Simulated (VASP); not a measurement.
Crystal: InAs.

```
In As
1.0
     0.00000    3.01800    3.01800
     3.01800    0.00000    3.01800
     3.01800    3.01800    0.00000
In As
1 1
Direct
  0.00000 0.00000 0.00000
  0.25000 0.25000 0.25000
```

- Program: VASP 6.6.1
- Task: relaxation of cell and atoms
- Functional: r2SCAN
- Dispersion: rVV10
- Potentials or basis: VASP PAW PBE potentials, release 64 (In_d, As)
- Cutoff: 520 eV
- k mesh: 10 × 10 × 10
- Occupations: gaussian, width 0.02 eV
- Spin: no spin polarisation

At the start: pressure 1.6 GPa; volume 27.49 Å³/atom.

**Question.** Where does the relaxation end?

**Answer.** Over 3 steps the energy falls by 3.4 meV/atom and the volume is 28.18 Å³/atom (+2.5 %); space group F-43m (No. 216, to 0.05 Å).

The path:
```tsv
step	energy change (eV)	largest force (eV/Å)	pressure (GPa)	volume (Å³)
1	0.0000	0.0000	1.60	54.98
2	-0.0045	0.0000	-0.83	57.19
3	-0.0067	0.0000	0.01	56.36
```

Final structure:
```cif
data_structure
_symmetry_space_group_name_H-M 'P 1'
_symmetry_Int_Tables_number 1
_cell_length_a 4.3037
_cell_length_b 4.3037
_cell_length_c 4.3037
_cell_angle_alpha 60.000
_cell_angle_beta 60.000
_cell_angle_gamma 60.000
_cell_volume 56.36
loop_
_atom_site_label
_atom_site_type_symbol
_atom_site_fract_x
_atom_site_fract_y
_atom_site_fract_z
_atom_site_occupancy
In1 In 0.00000 0.00000 0.00000 1
As1 As 0.25000 0.25000 0.25000 1
```

Caveat: the PAW data sets were made with another functional, which shifts forces and pressure a little.
